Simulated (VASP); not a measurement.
Input for VASP

### POSCAR
```
Mg2Si
1
    0.0000000000     3.1926035554     3.1926035554
    3.1926035554     0.0000000000     3.1926035554
    3.1926035554     3.1926035554     0.0000000000
Mg Si
2 1
Direct
  0.2500000000   0.2500000000   0.2500000000
  0.7500000000   0.7500000000   0.7500000000
  0.0000000000   1.0000000000   0.0000000000
```

**INCAR**
```
# general
SYSTEM  =  Mg2Si
PREC    =  Accurate
ENCUT   =  520
LREAL   =  .FALSE.
LASPH   =  .TRUE.

# electronic loop
EDIFF   =  1E-7
NELM    =  100
ALGO    =  Normal

# smearing
ISMEAR  =  0
SIGMA   =  0.05

# functional
GGA     =  PS

# ions
ISIF    =  2

# output
LWAVE   =  .FALSE.
LCHARG  =  .FALSE.
```

**KPOINTS**
```
Automatic mesh
0
Gamma
7 7 7
0 0 0
```

POTCAR, in this order: Mg Si (PBE.64 set). Program: vasp_std.

Problem. Translate this PBEsol calculation to Ansatz.

Solution. One equivalent input (not run):
Ansatz 0.2 input:
```yaml
crystal:
  lattice:
    - [0.0000000, 3.1926036, 3.1926036]
    - [3.1926036, 0.0000000, 3.1926036]
    - [3.1926036, 3.1926036, 0.0000000]
  atoms:
    - { symbol: Mg, position: [0.2500000, 0.2500000, 0.2500000] }
    - { symbol: Mg, position: [0.7500000, 0.7500000, 0.7500000] }
    - { symbol: Si, position: [0.0000000, 1.0000000, 0.0000000] }
kpoints:
  mp_grid: { grid: [7, 7, 7] }
hamiltonian:
  xc: pbesol
  pseudopotentials: { kind: paw }
scf:
  occupations: { method: gaussian, width: 0.05 }
  max_iter: 100
output: { forces: true, stress: true, eigenvalues: true }
```
The two are equivalent in intent, not identical: each code has its own PAW files, so the cut-off isn't converted (ENCUT is set for VASP's; basis.ecutwfc is left out, and Ansatz then takes the one that its files recommend); Ansatz stops its SCF on the density residual and VASP on the energy change (EDIFF).

The compound is Mg2Si in the antifluorite structure. This cell is one point of a volume scan, at 1.03 of the reference volume.
